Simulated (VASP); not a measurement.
Calculation: r2SCAN meta-GGA, VASP's PBE PAW potentials (set 64) (plane waves; VASP).

The input files of a VASP run:

### INCAR
```
! general
SYSTEM  = DyZn
PREC    = Accurate
ENCUT   = 400
LREAL   = F   ! projection in real space or not
LASPH   = T   ! aspherical one-centre terms

! electronic loop
EDIFF   = 1E-7
NELM    = 100
ALGO    = Normal   ! blocked Davidson
LMAXMIX = 6   ! l cut-off of mixed one-centre charges
LMIXTAU = T

! smearing
ISMEAR  = -5

! functional
METAGGA = R2SCAN

! ions
ISIF    = 2   ! forces and stress, cell fixed

! output
LWAVE   = F
LCHARG  = F
LORBIT  = 11   ! lm-projected
NEDOS   = 601
```

**KPOINTS**
```
Automatic mesh
0
gamma
 12 12 12
```

KPOINTS_OPT:
```
k-points along high-symmetry lines
6
Line-mode
Reciprocal
  0.000000   0.000000   0.000000 ! GAMMA
  0.000000   0.500000   0.000000 ! X

  0.000000   0.500000   0.000000 ! X
  0.500000   0.500000   0.000000 ! M

  0.500000   0.500000   0.000000 ! M
  0.000000   0.000000   0.000000 ! GAMMA

  0.000000   0.000000   0.000000 ! GAMMA
  0.000000   0.000000   0.500000 ! Z

  0.000000   0.000000   0.500000 ! Z
  0.000000   0.500000   0.500000 ! R

  0.000000   0.500000   0.500000 ! R
  0.500000   0.500000   0.500000 ! A

  0.500000   0.500000   0.500000 ! A
  0.000000   0.000000   0.500000 ! Z

  0.000000   0.500000   0.000000 ! X
  0.000000   0.500000   0.500000 ! R

  0.500000   0.500000   0.000000 ! M
  0.500000   0.500000   0.500000 ! A
```

File POSCAR:
```
DyZn
3.5430770
  1.0000000633   0.0000000000   0.0000000000
  0.0000000000   1.0000000633   0.0000000000
  0.0000000000   0.0000000000   0.9997319285
Zn Dy
1 1
Cartesian
  0.5000000316   0.5000000316   0.4998659643
  0.0000000000   0.0000000000   0.0000000000
```

POTCAR, in this order: Zn Dy_3 (PBE.64 set). Program: vasp_std.

The 4f electrons are frozen in the core of the lanthanide potential, so 4f levels, which can set the real gap, and their magnetism are missing. For a metal the tetrahedron method with Blöchl corrections gives inexact stress and forces.

Q: Estimate the energy per atom (σ→0), band gap (over mesh and band path).

A: 
* **energy per atom (σ→0)**: -20.830 eV/atom
* **band gap (over mesh and band path)**: none (metal, semimetal or under 0.01 eV)

### OSZICAR
```
...
DAV:  17    -0.416599258986E+02    0.67863E-06   -0.36957E-06  5656   0.215E-02    0.157E-02
DAV:  18    -0.416599240479E+02    0.18508E-05   -0.69740E-06  6120   0.112E-02    0.194E-02
DAV:  19    -0.416599240961E+02   -0.48280E-07   -0.42294E-06  5998   0.117E-02    0.137E-02
DAV:  20    -0.416599246256E+02   -0.52949E-06   -0.17089E-06  4882   0.773E-03    0.170E-02
DAV:  21    -0.416599242745E+02    0.35111E-06   -0.77054E-07  4130   0.360E-03    0.136E-02
DAV:  22    -0.416599243038E+02   -0.29256E-07   -0.15455E-08  3068   0.132E-03
   1 F= -.41659924E+02 E0= -.41659924E+02  d E =0.000000E+00
       N       E                     dE             ncg
```

The structure comes from a measured DyZn entry (P4/mmm) of the Crystallography Open Database, whose conditions weren't checked. It was relaxed first. The relaxed cell has space group Pm-3m. The electron count is odd and the run is not spin-polarised, which forces a metal.
